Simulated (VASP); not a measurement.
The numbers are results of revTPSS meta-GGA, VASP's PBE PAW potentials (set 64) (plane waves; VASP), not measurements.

The input files of a VASP run:

### INCAR
```
SYSTEM = Al3Sc
PREC = Accurate
ENCUT = 520
EDIFF = 1E-7
NELM = 100
ALGO = Normal
LREAL = .FALSE.
LASPH = .TRUE.
ISMEAR = 1
SIGMA = 0.1
METAGGA = RTPSS
LMIXTAU = .TRUE.
LMAXMIX = 4
LWAVE = .FALSE.
LCHARG = .FALSE.
ISIF = 2
```

KPOINTS:
```
Automatic mesh
0
Gamma
8 8 8
0 0 0
```

File POSCAR:
```
Al3Sc
7.9862330
  0.4999999889   0.0000000000   0.0000000000
  0.0000000000   0.4999999889   0.0000000000
  0.0000000000   0.0000000000   0.4999999889
Sc Al
1 3
direct
  0.0000000000   0.0000000000   0.0000000000
  0.0000000000   0.5000000000   0.5000000000
  0.5000000000   0.0000000000   0.5000000000
  0.5000000000   0.5000000000   0.0000000000
```

POTCAR, in this order: Sc_sv Al (PBE.64 set). Program: vasp_std.

The run wrote:

**OSZICAR**
```
       N       E                     dE             d eps       ncg     rms          rms(c)
DAV:   1     0.290192770699E+03    0.29019E+03   -0.18420E+04  1158   0.381E+03
DAV:   2     0.307263211529E+02   -0.25947E+03   -0.25559E+03  1514   0.843E+02
DAV:   3     0.141375811302E+02   -0.16589E+02   -0.16190E+02  1518   0.252E+02
DAV:   4     0.126007843931E+02   -0.15368E+01   -0.15180E+01  1866   0.717E+01
DAV:   5     0.124532502176E+02   -0.14753E+00   -0.14675E+00  1680   0.211E+01    0.104E+01
DAV:   6    -0.303633882075E+02   -0.42817E+02   -0.35124E+02  1666   0.199E+02    0.137E+01
DAV:   7    -0.276299147188E+02    0.27335E+01   -0.12974E+01  1578   0.494E+01    0.111E+01
DAV:   8    -0.272144523234E+02    0.41546E+00   -0.24624E-01  1392   0.463E+00    0.109E+01
DAV:   9    -0.277481169843E+02   -0.53366E+00   -0.63791E-01  1360   0.137E+01    0.143E+01
DAV:  10    -0.238944584755E+02    0.38537E+01   -0.16816E+01  1548   0.558E+01    0.572E+00
DAV:  11    -0.241049811280E+02   -0.21052E+00   -0.14246E+00  1542   0.140E+01    0.546E+00
DAV:  12    -0.245873913433E+02   -0.48241E+00   -0.15141E+00  1602   0.145E+01    0.132E+01
DAV:  13    -0.238967379743E+02    0.69065E+00   -0.11070E+00  1180   0.160E+01    0.677E+00
DAV:  14    -0.239837045540E+02   -0.86967E-01   -0.38261E+00  1644   0.247E+01    0.214E+00
DAV:  15    -0.239895707461E+02   -0.58662E-02   -0.86237E-02  1506   0.384E+00    0.290E-01
DAV:  16    -0.239890767450E+02    0.49400E-03   -0.17472E-02  1596   0.163E+00    0.151E-01
DAV:  17    -0.239894247808E+02   -0.34804E-03   -0.36202E-04  1236   0.231E-01    0.707E-02
DAV:  18    -0.239894071997E+02    0.17581E-04   -0.18511E-04  1436   0.196E-01    0.412E-02
DAV:  19    -0.239895642097E+02   -0.15701E-03   -0.46211E-05  1110   0.845E-02    0.504E-02
DAV:  20    -0.239895530335E+02    0.11176E-04   -0.22085E-05  1604   0.612E-02    0.316E-02
DAV:  21    -0.239895656708E+02   -0.12637E-04   -0.40965E-05  1626   0.787E-02    0.205E-03
DAV:  22    -0.239895662327E+02   -0.56190E-06   -0.68549E-07  1044   0.908E-03    0.292E-03
DAV:  23    -0.239895662899E+02   -0.57182E-07   -0.21899E-07  1030   0.674E-03
   1 F= -.23989566E+02 E0= -.23989150E+02  d E =-.124756E-02
```

### OUTCAR
```
------------------------ aborting loop because EDIFF is reached ----------------------------------------
  FORCE on cell =-STRESS in cart. coord.  units (eV):
  Direction    XX          YY          ZZ          XY          YZ          ZX
  --------------------------------------------------------------------------------------
  Total        2.6246445      2.6246445      2.6246445      0.0000000      0.0000000     -0.0000000
  in kB       66.0457924     66.0457924     66.0457924      0.0000000      0.0000000     -0.0000000
  external PRESSURE =      66.0457924 kB  Pullay stress =       0.0000000 kB
  volume of cell :       63.67
      direct lattice vectors                 reciprocal lattice vectors
     3.993116411  0.000000000  0.000000000     0.250430966  0.000000000  0.000000000
     0.000000000  3.993116411  0.000000000     0.000000000  0.250430966  0.000000000
     0.000000000  0.000000000  3.993116411     0.000000000  0.000000000  0.250430966
 POSITION                                       TOTAL-FORCE (eV/Angst)
 -----------------------------------------------------------------------------------
      0.00000      0.00000      0.00000         0.000000      0.000000      0.000000
      0.00000      1.99656      1.99656         0.000000      0.000000      0.000000
      1.99656      0.00000      1.99656         0.000000      0.000000      0.000000
      1.99656      1.99656      0.00000         0.000000      0.000000      0.000000
 -----------------------------------------------------------------------------------
    total drift:                               -0.000000     -0.000000     -0.000000
  FREE ENERGIE OF THE ION-ELECTRON SYSTEM (eV)
  ---------------------------------------------------
  free  energy   TOTEN  =       -23.9895662899 eV

  energy  without entropy=      -23.9883187345  energy(sigma->0) =      -23.98915044
```
(Selected blocks of OUTCAR.)

The compound is Al3Sc in the L1_2 structure. This cell is one point of a volume scan, at 0.94 of the reference volume.
